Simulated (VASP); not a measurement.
Data:

```
CELL_PARAMETERS angstrom
      1.72006     0.99308     4.61702
     -1.72006     0.99308     4.61702
      0.00000    -1.98615     4.61702
ATOMIC_POSITIONS crystal
  Na 0.00000 0.00000 0.00000
  H  0.50000 0.50000 0.50000
  F  0.58258 0.58258 0.58258
  F  0.41742 0.41742 0.41742
```

Calculation: PBEsol GGA, VASP's PBE PAW potentials (set 64) (plane waves; VASP). Settings: 520 eV cut-off, Gaussian smearing of 0.050 eV, potentials Na_pv H F.

### Question
Give the energies of bands 6 to 13 at the high-symmetry points, in eV from the valence-band maximum.

### Answer

```
band      Γ      T     H2      L     S0      F
----  -----  -----  -----  -----  -----  -----
6     -4.95  -4.34  -4.47  -4.57  -4.49  -4.46
7     -0.49  -1.16  -1.22  -1.65  -1.23  -1.41
8     -0.49  -0.70  -1.14  -0.66  -1.21  -0.84
9     -0.23  -0.70  -0.88  -0.55  -0.64  -0.83
10    -0.23   0.00  -0.35  -0.39  -0.58  -0.57
11    -0.20   0.00  -0.33  -0.32  -0.25  -0.13
12     6.92   8.68  12.47  11.08  12.56  12.04
13    13.19   9.79  12.75  11.90  12.57  12.20
```

The gap is indirect, 6.92 eV, from the valence maximum at T to the conduction minimum at Γ.

The structure comes from a computed database's NaHF2 entry (R-3m); how it stands against other phases isn't given here. It was relaxed first.
